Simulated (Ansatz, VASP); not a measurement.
# Two plane-wave programs on ScAl2As3

INCAR

```
ALGO = Normal ; EDIFF = 1E-6
ENCUT = 520 ; GGA = PE
ISIF = 2 ; ISMEAR = 0
LASPH = T ; LCHARG = F
LREAL = F ; LWAVE = F
NBANDS = 25 ; NELM = 60
PREC = Accurate ; SIGMA = 0.1
```

KPOINTS

```
k-points
0
Gamma
  6 6 4
```

The input POSCAR:

```
ScAl2As3
1.0
    5.6748886500      0.0000000000      0.0000000000
   -2.8374443300      4.9145977400      0.0000000000
    0.0000000000      0.0000000000      4.4138140300
Sc Al As
1 2 3
Direct
    0.0000000000      0.0000000000      0.0000000000
    0.3333333300      0.6666666700      0.0000000000
    0.6666666700      0.3333333300      0.0000000000
    0.5000000000      0.0000000000      0.5000000000
    0.5000000000      0.5000000000      0.5000000000
    0.0000000000      0.5000000000      0.5000000000
```

Input for Ansatz:

```yaml
crystal:
  lattice:
    - [5.67488865, 0.0, 0.0]
    - [-2.83744433, 4.91459774, 0.0]
    - [0.0, 0.0, 4.41381403]
  atoms:
    - { symbol: Sc, position: [0.0, 0.0, 0.0] }
    - { symbol: Al, position: [0.33333333, 0.66666667, 0.0] }
    - { symbol: Al, position: [0.66666667, 0.33333333, 0.0] }
    - { symbol: As, position: [0.5, 0.0, 0.5] }
    - { symbol: As, position: [0.5, 0.5, 0.5] }
    - { symbol: As, position: [0.0, 0.5, 0.5] }
basis:
  ecutwfc: 420
kpoints:
  mp_grid: { grid: [6, 6, 4] }
hamiltonian:
  xc: pbe
scf:
  occupations: { method: gaussian, width: 0.1 }
  lower_state_search: "off"
output:
  forces: true
  stress: true
  eigenvalues: true
```

Change from the starting cell: species swapped into the GdAl3Pd2 type (P6/mmm, No. 191).

Alike in both runs: task single point; functional PBE; k mesh 6 × 6 × 4; occupations gaussian, width 0.1 eV; no spin polarisation.

```csv
,VASP,Ansatz
version,VASP 6.6.1,Ansatz 0.2.0
potentials or method,"VASP PAW PBE potentials, release 64 (Sc_sv, Al, As)","scalar-relativistic, plane waves, PAW"
plane-wave cutoff (eV),520,420
valence electrons in the cell,32,62
```

VASP gave:

- gap on the k mesh at the Fermi level (eV): none
- pressure (GPa): 0.8
- largest component of the traceless stress (GPa): 0.50

**Question.** Which values does Ansatz return?

**Answer.** gap on the k mesh at the Fermi level (eV): none; pressure (GPa): 0.7; largest component of the traceless stress (GPa): 0.53.

A gap of «none» marks a metal or a gap that the smearing closes. The two sets of potentials don't hold the same shells in valence.
